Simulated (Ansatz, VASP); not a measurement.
# Cross-check of SnH2 between VASP and Ansatz, part 2 of 2

Wanted: the spread between two codes on one cell, functional and k mesh. The cell is generated by rule, not measured, and may not be a known phase. The cell is taken from a series of runs on this material, whose earlier steps may have relaxed, scaled, displaced or heated it; both programs get it as it stands.

VASP 6.6.1 and Ansatz 0.2.0.

So far. Step 2 (Ansatz: single point, PBE, pair 1): The run ends at a pressure of 5.82 GPa, with forces up to 1.1 eV/Å. Step 3 (VASP: single point, PBE, pair 1): The run ends at a pressure of 5.65 GPa, with forces up to 1.1 eV/Å.

### Step 5. VASP: single point, PBE, pair 2

Level of this step: PBE; plane waves and PAW (Sn_d, H); invented cell (VASP).

With cell and atoms fixed, the geometry can't cause a difference; cores, projectors, grids and the points listed under the comparison can.

INCAR reads:

```
SYSTEM = SnH2
PREC = Accurate
ENCUT = 500
EDIFF = 1E-06
NELM = 120
ISMEAR = 1
SIGMA = 0.2
LREAL = .FALSE.
ALGO = Normal
GGA = PE
NBANDS = 44
LORBIT = 11
LWAVE = .FALSE.
LCHARG = .FALSE.
ISIF = 2
LASPH = .TRUE.
GGA_COMPAT = .FALSE.
KPAR = 2
```

POSCAR reads:

```
SnH2
1.0
    4.8575969519      0.0000000000      0.0000000000
    0.0000000000      4.8575969519      0.0000000000
    0.0000000000      0.0000000000      7.2839904417
Sn H
4 8
Direct
    0.0000078443      0.9999921557      0.0000000000
    0.9999921557      0.0000078443      0.5000000000
    0.4999921557      0.4999921557      0.2500000000
    0.5000078443      0.5000078443      0.7500000000
    0.3118730710      0.3102719639      0.0109570085
    0.3102719639      0.3118730710      0.4890429915
    0.6897280361      0.6881269290      0.9890429915
    0.6881269290      0.6897280361      0.5109570085
    0.8102719639      0.1881269290      0.2609570085
    0.8118730710      0.1897280361      0.7390429915
    0.1881269290      0.8102719639      0.2390429915
    0.1897280361      0.8118730710      0.7609570085
```

KPOINTS reads:

```
Automatic mesh
0
Gamma
8 8 6
0 0 0
```

The projector-augmented-wave data sets are Sn_d and H (PBE family, release 64).

Command:

```
> mpirun -np 2 vasp_std
```

Numbers of over 12 decimals in the logs are rounded to 6 here.

Output:

```text
[... set-up lines as in an earlier step ...]
 entering main loop
       N       E                     dE             d eps       ncg     rms          rms(c)
DAV:   1     0.612249557506E+03    0.61225E+03   -0.29601E+04  5540   0.190E+03
DAV:   2     0.584478288799E+02   -0.55380E+03   -0.53407E+03  5288   0.534E+02
DAV:   3    -0.328705934183E+02   -0.91318E+02   -0.88422E+02  6072   0.184E+02
DAV:   4    -0.381540459115E+02   -0.52835E+01   -0.52104E+01  6180   0.464E+01
[...]
DAV:  12    -0.368347733899E+02    0.51704E-04   -0.11623E-04  5936   0.802E-02    0.141E-02
DAV:  13    -0.368347689548E+02    0.44351E-05   -0.35625E-05  6448   0.254E-02    0.304E-03
DAV:  14    -0.368347693602E+02   -0.40537E-06   -0.22364E-06  4156   0.702E-03
   1 F= -.36834769E+02 E0= -.36834218E+02  d E =-.165482E-02
```

OUTCAR, selected parts (step 5):

```text
  Total       -0.0383343     -0.0383343     -0.0043715     -0.0000000     -0.0000000      0.0000000
  in kB       -0.3573435     -0.3573435     -0.0407505     -0.0000000     -0.0000000      0.0000000
  external PRESSURE =      -0.2518125 kB  Pullay stress =       0.0000000 kB

 POSITION                                       TOTAL-FORCE (eV/Angst)
 -----------------------------------------------------------------------------------
      0.00004      4.85756      0.00000         0.006563     -0.006563      0.000000
      4.85756      0.00004      3.64200        -0.006563      0.006563      0.000000
      2.42876      2.42876      1.82100        -0.006563     -0.006563      0.000000
      2.42884      2.42884      5.46299         0.006563      0.006563     -0.000000
      1.51495      1.50718      0.07981         0.004795     -0.012655      0.187275
      1.50718      1.51495      3.56218        -0.012655      0.004795     -0.187275
      3.35042      3.34264      7.20418         0.012655     -0.004795     -0.187275
      3.34264      3.35042      3.72181        -0.004795      0.012655      0.187275
      3.93597      0.91384      1.90081        -0.012655     -0.004795      0.187275
      3.94375      0.92162      5.38318         0.004795      0.012655     -0.187275
      0.91384      3.93597      1.74119        -0.004795     -0.012655     -0.187275
      0.92162      3.94375      5.54280         0.012655      0.004795      0.187275
 -----------------------------------------------------------------------------------
    total drift:                                0.000000     -0.000000     -0.000000

  FREE ENERGIE OF THE ION-ELECTRON SYSTEM (eV)
  ---------------------------------------------------
  free  energy   TOTEN  =       -36.8347693602 eV

  energy  without entropy=      -36.8331145414  energy(sigma->0) =      -36.83421775

[... 2 parts as in an earlier step ...]

[... 1 further part left out ...]
[key lines of the parts left out:]
E-fermi :   5.0698
```

The run ends at a pressure of -0.03 GPa, with forces up to 0.19 eV/Å.

### Step 6. Ansatz: single point, PBE, pair 2

The same cell, functional, mesh and smearing now go to Ansatz, which takes its cutoff from its data sets.

The cell is taken from a series of runs on this material, whose earlier steps may have relaxed, scaled, displaced or heated it; both programs get it as it stands.

input.yaml reads:

```yaml
crystal:
  lattice:
    - [4.8575969519, 0.0, 0.0]
    - [0.0, 4.8575969519, 0.0]
    - [0.0, 0.0, 7.2839904417]
  atoms:
    - { symbol: Sn, position: [7.8443e-06, -7.8443e-06, 0.0] }
    - { symbol: Sn, position: [-7.8443e-06, 7.8443e-06, 0.5] }
    - { symbol: Sn, position: [0.4999921557, 0.4999921557, 0.25] }
    - { symbol: Sn, position: [0.5000078443, 0.5000078443, 0.75] }
    - { symbol: H, position: [0.311873071, 0.3102719639, 0.0109570085] }
    - { symbol: H, position: [0.3102719639, 0.311873071, 0.4890429915] }
    - { symbol: H, position: [0.6897280361, 0.688126929, -0.0109570085] }
    - { symbol: H, position: [0.688126929, 0.6897280361, 0.5109570085] }
    - { symbol: H, position: [0.8102719639, 0.188126929, 0.2609570085] }
    - { symbol: H, position: [0.811873071, 0.1897280361, 0.7390429915] }
    - { symbol: H, position: [0.188126929, 0.8102719639, 0.2390429915] }
    - { symbol: H, position: [0.1897280361, 0.811873071, 0.7609570085] }
kpoints:
  mp_grid: { grid: [8, 8, 6] }
hamiltonian:
  xc: pbe
scf:
  occupations: { method: methfessel_paxton, width: 0.2 }
output:
  forces: true
  stress: true
  eigenvalues: true
```

Command:

```
> ansatz run input.yaml --threads 8 --pin off --max-ram 14336MiB --backend cpu --events-out ev --progress --plain --runs-dir out
```

Output:

```text
[...]
Crystal: 12 atoms, lattice volume = 171.875 Å³
Basis set: ecut = 420 eV, 3373 PW (Γ), exchange–correlation on 72×72×100 points (8 copies of the dense FFT grid, shifted against one another)
Bands: 44, of which v1, the nominal top of the filled ones, is band 32 counted from 1 (31 counted from 0)
Symmetry: 8 space group operations
[...]
k-point 0: bands = [... 28 lower, 3.2110, 3.2110, 4.8851, 7.2847, 7.3628, 8.2567, 8.8660, 9.2426, ... 8 higher]
  k-point 1: bands = [... 28 lower, 2.7133, 4.2636, 4.3940, 7.5335, 7.5985, 8.5350, 8.9395, 9.2879, ... 8 higher]
  k-point 2: bands = [... 28 lower, 2.3885, 3.3299, 5.4859, 8.0542, 8.2303, 8.5446, 9.0369, 9.1602, ... 8 higher]
  k-point 59: bands = [... 28 lower, 4.4682, 4.4682, 4.4682, 4.4682, 7.8887, 7.8887, 7.8887, 7.8887, ... 8 higher]
[key lines of the parts left out:]
SCF converged after 7 iterations
Free energy (F): -24218.196477 eV
Fermi energy:    6.940986 eV
P = ⅓ Tr σ = 0.1076 GPa (1.076 kbar)
```

The run ends at a pressure of 0.11 GPa, with forces up to 0.19 eV/Å.

### Step 7. Side by side

Compared:

| quantity | Ansatz | VASP | difference |
| --- | --- | --- | --- |
| pressure (GPa) | 0.11 | -0.03 | +0.13 |

Forces on 7 of the 12 atoms, those with the largest forces and the largest differences (eV/Å; atoms numbered as in POSCAR):

| atom | Ansatz x, y, z | VASP x, y, z |
| --- | --- | --- |
| H5 | 0.006, -0.012, 0.189 | 0.005, -0.013, 0.187 |
| H6 | -0.012, 0.006, -0.189 | -0.013, 0.005, -0.187 |
| H8 | -0.006, 0.012, 0.189 | -0.005, 0.013, 0.187 |
| H9 | -0.012, -0.006, 0.189 | -0.013, -0.005, 0.187 |
| H10 | 0.006, 0.012, -0.189 | 0.005, 0.013, -0.187 |
| H11 | -0.006, -0.012, -0.189 | -0.005, -0.013, -0.187 |
| H12 | 0.012, 0.006, 0.189 | 0.013, 0.005, 0.187 |

The forces differ by 0.9 meV/Å r.m.s., which is 1.0 % of the r.m.s. force of 0.089 eV/Å (both taken over all components).

### Step 8. VASP: single point, PBE, pair 3

With cell and atoms fixed, the geometry can't cause a difference; cores, projectors, grids and the points listed under the comparison can.

INCAR is that of step 5.

POSCAR reads:

```
SnH2
1.0
    4.8575969519      0.0000000000      0.0000000000
    0.0000000000      4.8575969519      0.0000000000
    0.0000000000      0.0000000000      7.2839904417
Sn H
4 8
Direct
    0.0000137276      0.9999862724      0.0000000000
    0.9999862724      0.0000137276      0.5000000000
    0.4999862724      0.4999862724      0.2500000000
    0.5000137276      0.5000137276      0.7500000000
    0.3124734861      0.3096715487      0.0191747648
    0.3096715487      0.3124734861      0.4808252352
    0.6903284513      0.6875265139      0.9808252352
    0.6875265139      0.6903284513      0.5191747648
    0.8096715487      0.1875265139      0.2691747648
    0.8124734861      0.1903284513      0.7308252352
    0.1875265139      0.8096715487      0.2308252352
    0.1903284513      0.8124734861      0.7691747648
```

KPOINTS is that of step 5.

Command:

```
> mpirun -np 2 vasp_std
```

Output:

```text
[... set-up lines as in an earlier step ...]
 entering main loop
       N       E                     dE             d eps       ncg     rms          rms(c)
DAV:   1     0.612959296420E+03    0.61296E+03   -0.29603E+04  5556   0.190E+03
DAV:   2     0.585180661569E+02   -0.55444E+03   -0.53450E+03  5288   0.535E+02
DAV:   3    -0.329865451908E+02   -0.91505E+02   -0.88632E+02  6056   0.184E+02
DAV:   4    -0.382726523509E+02   -0.52861E+01   -0.52181E+01  6184   0.465E+01
[...]
DAV:  12    -0.369543537730E+02    0.61527E-04   -0.13701E-04  5992   0.894E-02    0.126E-02
DAV:  13    -0.369543514022E+02    0.23707E-05   -0.41343E-05  5996   0.251E-02    0.440E-03
DAV:  14    -0.369543518352E+02   -0.43300E-06   -0.26345E-06  4576   0.809E-03
   1 F= -.36954352E+02 E0= -.36953915E+02  d E =-.131148E-02
```

OUTCAR, selected parts (step 8):

```text
  Total        0.1377607      0.1377607      0.2752438      0.0000000      0.0000000      0.0000000
  in kB        1.2841733      1.2841733      2.5657590      0.0000000      0.0000000      0.0000000
  external PRESSURE =       1.7113685 kB  Pullay stress =       0.0000000 kB

 POSITION                                       TOTAL-FORCE (eV/Angst)
 -----------------------------------------------------------------------------------
      0.00007      4.85753      0.00000         0.006247     -0.006247      0.000000
      4.85753      0.00007      3.64200        -0.006247      0.006247      0.000000
      2.42873      2.42873      1.82100        -0.006247     -0.006247      0.000000
      2.42887      2.42887      5.46299         0.006247      0.006247      0.000000
      1.51787      1.50426      0.13967         0.002917     -0.026759      0.303457
      1.50426      1.51787      3.50233        -0.026759      0.002917     -0.303457
      3.35334      3.33973      7.14432         0.026759     -0.002917     -0.303457
      3.33973      3.35334      3.78166        -0.002917      0.026759      0.303457
      3.93306      0.91093      1.96067        -0.026759     -0.002917      0.303457
      3.94667      0.92454      5.32332         0.002917      0.026759     -0.303457
      0.91093      3.93306      1.68133        -0.002917     -0.026759     -0.303457
      0.92454      3.94667      5.60266         0.026759      0.002917      0.303457
 -----------------------------------------------------------------------------------
    total drift:                                0.000000     -0.000000     -0.000000

  FREE ENERGIE OF THE ION-ELECTRON SYSTEM (eV)
  ---------------------------------------------------
  free  energy   TOTEN  =       -36.9543518352 eV

  energy  without entropy=      -36.9530403558  energy(sigma->0) =      -36.95391468

[... 2 parts as in an earlier step ...]

[... 1 further part left out ...]
[key lines of the parts left out:]
E-fermi :   5.1282
```

The run ends at a pressure of 0.17 GPa, with forces up to 0.30 eV/Å.

### Step 9. Ansatz: single point, PBE, pair 3

The same cell, functional, mesh and smearing now go to Ansatz, which takes its cutoff from its data sets.

The cell is taken from a series of runs on this material, whose earlier steps may have relaxed, scaled, displaced or heated it; both programs get it as it stands.

input.yaml reads:

```yaml
crystal:
  lattice:
    - [4.8575969519, 0.0, 0.0]
    - [0.0, 4.8575969519, 0.0]
    - [0.0, 0.0, 7.2839904417]
  atoms:
    - { symbol: Sn, position: [1.37276e-05, -1.37276e-05, 0.0] }
    - { symbol: Sn, position: [-1.37276e-05, 1.37276e-05, 0.5] }
    - { symbol: Sn, position: [0.4999862724, 0.4999862724, 0.25] }
    - { symbol: Sn, position: [0.5000137276, 0.5000137276, 0.75] }
    - { symbol: H, position: [0.3124734861, 0.3096715487, 0.0191747648] }
    - { symbol: H, position: [0.3096715487, 0.3124734861, 0.4808252352] }
    - { symbol: H, position: [0.6903284513, 0.6875265139, -0.0191747648] }
    - { symbol: H, position: [0.6875265139, 0.6903284513, 0.5191747648] }
    - { symbol: H, position: [0.8096715487, 0.1875265139, 0.2691747648] }
    - { symbol: H, position: [0.8124734861, 0.1903284513, 0.7308252352] }
    - { symbol: H, position: [0.1875265139, 0.8096715487, 0.2308252352] }
    - { symbol: H, position: [0.1903284513, 0.8124734861, 0.7691747648] }
kpoints:
  mp_grid: { grid: [8, 8, 6] }
hamiltonian:
  xc: pbe
scf:
  occupations: { method: methfessel_paxton, width: 0.2 }
output:
  forces: true
  stress: true
  eigenvalues: true
```

Command:

```
> ansatz run input.yaml --threads 8 --pin off --max-ram 14336MiB --backend cpu --events-out ev --progress --plain --runs-dir out
```

Output:

```text
[...]
Crystal: 12 atoms, lattice volume = 171.875 Å³
Basis set: ecut = 420 eV, 3373 PW (Γ), exchange–correlation on 72×72×100 points (8 copies of the dense FFT grid, shifted against one another)
Bands: 44, of which v1, the nominal top of the filled ones, is band 32 counted from 1 (31 counted from 0)
Symmetry: 8 space group operations
[...]
k-point 0: bands = [... 28 lower, 3.2235, 3.2235, 4.8587, 7.2062, 7.4411, 8.2437, 8.8711, 9.2359, ... 8 higher]
  k-point 1: bands = [... 28 lower, 2.7211, 4.2673, 4.3906, 7.4435, 7.6348, 8.5432, 8.9446, 9.2739, ... 8 higher]
  k-point 2: bands = [... 28 lower, 2.3941, 3.3617, 5.4782, 7.8670, 8.2168, 8.6821, 9.0721, 9.1666, ... 8 higher]
  k-point 59: bands = [... 28 lower, 4.4522, 4.4522, 4.4522, 4.4522, 7.9308, 7.9308, 7.9308, 7.9308, ... 8 higher]
[key lines of the parts left out:]
SCF converged after 8 iterations
Free energy (F): -24218.316992 eV
Fermi energy:    6.999601 eV
P = ⅓ Tr σ = 0.3083 GPa (3.083 kbar)
```

The run ends at a pressure of 0.31 GPa, with forces up to 0.31 eV/Å.

### Step 10. Comparison

Compared:

| quantity | Ansatz | VASP | difference |
| --- | --- | --- | --- |
| pressure (GPa) | 0.31 | 0.17 | +0.14 |

Forces on 7 of the 12 atoms, those with the largest forces and the largest differences (eV/Å; atoms numbered as in POSCAR):

| atom | Ansatz x, y, z | VASP x, y, z |
| --- | --- | --- |
| H5 | 0.004, -0.026, 0.306 | 0.003, -0.027, 0.303 |
| H6 | -0.026, 0.004, -0.306 | -0.027, 0.003, -0.303 |
| H7 | 0.026, -0.004, -0.306 | 0.027, -0.003, -0.303 |
| H8 | -0.004, 0.026, 0.306 | -0.003, 0.027, 0.303 |
| H10 | 0.004, 0.026, -0.306 | 0.003, 0.027, -0.303 |
| H11 | -0.004, -0.026, -0.306 | -0.003, -0.027, -0.303 |
| H12 | 0.026, 0.004, 0.306 | 0.027, 0.003, 0.303 |

The forces differ by 1.6 meV/Å r.m.s., which is 1.1 % of the r.m.s. force of 0.144 eV/Å (both taken over all components).

### Step 11. Outcome

```yaml
r_m_s_force_difference_single_point_pbe_pair_1: 0.32 % of the r.m.s. force
r_m_s_force_difference_single_point_pbe_pair_2: 0.88 meV/Å
r_m_s_force_difference_single_point_pbe_pair_3: 1.6 meV/Å
```

In words: The r.m.s. force difference is 1.6 meV/Å (single point, PBE, pair 3), within the 12 meV/Å picked in this series as the mark of a large difference. 5 further runs of this series are not shown here. Such differences can come from data sets, numerical settings and the points named under the comparisons, not from the functional's error against experiment.

[Lines on the potential files, build, host, timing and source positions are cut from VASP's logs without a mark.]

[Logs are printed without paths, hosts, clocks, repeated set-up lines and the standing remarks that a program may print on its own settings, such as how far it seeks lower states.]

[Hosts, paths, dates, database ids (printed as entryN), source tags and the programs' standing remarks are cut or masked in the printed files.]
